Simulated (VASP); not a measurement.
Calculation: PBE GGA with D4 dispersion, VASP's PBE PAW potentials (set 64) (plane waves; VASP 6.6.1).

VASP input:

### INCAR
```
SYSTEM=Er
PREC=Accurate; ENCUT=520; LREAL=F
LASPH=T
EDIFF=1E-7; NELM=100; ALGO=Normal
LMAXMIX=6
ISMEAR=1; SIGMA=0.1
GGA=PE; IVDW=13
IBRION=2; NSW=30; ISIF=4
EDIFFG=-0.01
LWAVE=F; LCHARG=F
```

POSCAR:
```
Er
1
    1.7432943413    -3.0194739435     0.0000000000
    1.7432943413     3.0194739435     0.0000000000
    0.0000000000     0.0000000000     5.3771193674
Er
2
Direct
  0.3333330000   0.6666670000   0.2500000000
  0.6666670000   0.3333330000   0.7500000000
```

**KPOINTS**
```
Automatic mesh
0
Gamma
12 12 7
0 0 0
```

POTCAR, in this order: Er_3 (PBE.64 set). Program: vasp_std.

The run wrote:

**OSZICAR**
```
       N       E                     dE             d eps       ncg     rms          rms(c)
DAV:   1     0.483727377967E+02    0.48373E+02   -0.87370E+03  3331   0.138E+03
DAV:   2    -0.634109695377E+01   -0.54714E+02   -0.53220E+02  3319   0.560E+02
DAV:   3    -0.878376404290E+01   -0.24427E+01   -0.23172E+01  3517   0.642E+01
DAV:   4    -0.890072860548E+01   -0.11696E+00   -0.11120E+00  3573   0.104E+01
DAV:   5    -0.890373879841E+01   -0.30102E-02   -0.29975E-02  3346   0.170E+00    0.263E+01
DAV:   6    -0.890611943077E+01   -0.23806E-02   -0.27150E-02  3324   0.343E+00    0.156E+01
DAV:   7    -0.892002954655E+01   -0.13910E-01   -0.46130E-02  3199   0.435E+00    0.388E-01
DAV:   8    -0.891987691629E+01    0.15263E-03   -0.28858E-03  3170   0.704E-01    0.105E-01
DAV:   9    -0.891987892436E+01   -0.20081E-05   -0.19682E-04  3337   0.199E-01    0.297E-02
DAV:  10    -0.891987302246E+01    0.59019E-05   -0.23606E-05  3334   0.606E-02    0.364E-02
DAV:  11    -0.891987380642E+01   -0.78396E-06   -0.17737E-06  3291   0.167E-02    0.301E-03
DAV:  12    -0.891987402253E+01   -0.21611E-06   -0.10857E-07  1969   0.565E-03    0.160E-03
DAV:  13    -0.891987398886E+01    0.33675E-07   -0.29639E-08  1798   0.829E-03
   1 F= -.93195035E+01 E0= -.93185495E+01  d E =-.931950E+01
       N       E                     dE             d eps       ncg     rms          rms(c)
DAV:   1    -0.892375365769E+01   -0.38796E-02   -0.13907E-01  3045   0.478E+00    0.252E-01
DAV:   2    -0.892205162925E+01    0.17020E-02   -0.34862E-03  3277   0.888E-01    0.170E-01
DAV:   3    -0.892123112659E+01    0.82050E-03   -0.94607E-04  3776   0.360E-01    0.938E-02
DAV:   4    -0.892122972458E+01    0.14020E-05   -0.12464E-04  3320   0.973E-02    0.370E-02
DAV:   5    -0.892122907679E+01    0.64780E-06   -0.38939E-06  3585   0.294E-02    0.374E-03
DAV:   6    -0.892122894122E+01    0.13556E-06   -0.24003E-07  2181   0.669E-03    0.185E-03
DAV:   7    -0.892122889730E+01    0.43923E-07   -0.38613E-08  1628   0.753E-03
   2 F= -.93208347E+01 E0= -.93200943E+01  d E =-.133118E-02
       N       E                     dE             d eps       ncg     rms          rms(c)
DAV:   1    -0.892472718870E+01   -0.34982E-02   -0.16670E-01  3025   0.522E+00    0.277E-01
DAV:   2    -0.892264832840E+01    0.20789E-02   -0.42051E-03  3264   0.972E-01    0.187E-01
DAV:   3    -0.892165496560E+01    0.99336E-03   -0.11452E-03  3763   0.391E-01    0.104E-01
DAV:   4    -0.892165208054E+01    0.28851E-05   -0.15115E-04  3336   0.109E-01    0.408E-02
DAV:   5    -0.892165132219E+01    0.75835E-06   -0.46209E-06  3566   0.313E-02    0.422E-03
DAV:   6    -0.892165117486E+01    0.14732E-06   -0.34797E-07  2373   0.763E-03    0.197E-03
DAV:   7    -0.892165112984E+01    0.45018E-07   -0.39016E-08  1623   0.672E-03
   3 F= -.93212419E+01 E0= -.93208224E+01  d E =-.173836E-02
```

### OUTCAR
```
------------------------ aborting loop because EDIFF is reached ----------------------------------------
  Edisp (eV):   -0.39959
  FORCE on cell =-STRESS in cart. coord.  units (eV):
  Direction    XX          YY          ZZ          XY          YZ          ZX
  --------------------------------------------------------------------------------------
  Total       1.15160     1.15160     1.12354     0.00000    -0.00000     0.00000
  in kB      32.59343    32.59342    31.79938     0.00000    -0.00000     0.00000
  external pressure =       32.33 kB  Pullay stress =        0.00 kB
  volume of cell :       56.61
      direct lattice vectors                 reciprocal lattice vectors
     1.733547654 -3.002592142  0.000000000     0.288425876 -0.166522783 -0.000000000
     1.733547654  3.002592142 -0.000000000     0.288425876  0.166522783 -0.000000000
     0.000000000  0.000000000  5.437753994     0.000000000  0.000000000  0.183899456
 POSITION                                       TOTAL-FORCE (eV/Angst)
 -----------------------------------------------------------------------------------
      1.73355      1.00087      1.35944         0.000000      0.000000      0.000000
      1.73355     -1.00087      4.07832        -0.000000     -0.000000      0.000000
 -----------------------------------------------------------------------------------
    total drift:                               -0.000001      0.000081     -0.000012
  FREE ENERGIE OF THE ION-ELECTRON SYSTEM (eV)
  ---------------------------------------------------
  free  energy   TOTEN  =        -9.3212418658 eV

  energy  without entropy=       -9.3199834814  energy(sigma->0) =       -9.32082240

 reached required accuracy - stopping structural energy minimisation
```
(Selected blocks of OUTCAR.)

CONTCAR:
```
Er
   1.00000000000000
     1.7335476536552028   -3.0025921416082197    0.0000000000000000
     1.7335476536552028    3.0025921416082197   -0.0000000000000000
     0.0000000000000000    0.0000000000000000    5.4377539942399729
  Er
     2
Direct
     0.3333330000000032    0.6666669999999968    0.2500000000000000
     0.6666669999999968    0.3333330000000032    0.7500000000000000
```

The 4f electrons are frozen in the core of the lanthanide potential, so 4f levels, which can set the real gap, and their magnetism are missing.

The compound is Er in the hcp structure. This cell is one point of a volume scan, at 0.94 of the reference volume. Symmetry was kept, so distortions that lower it aren't found.
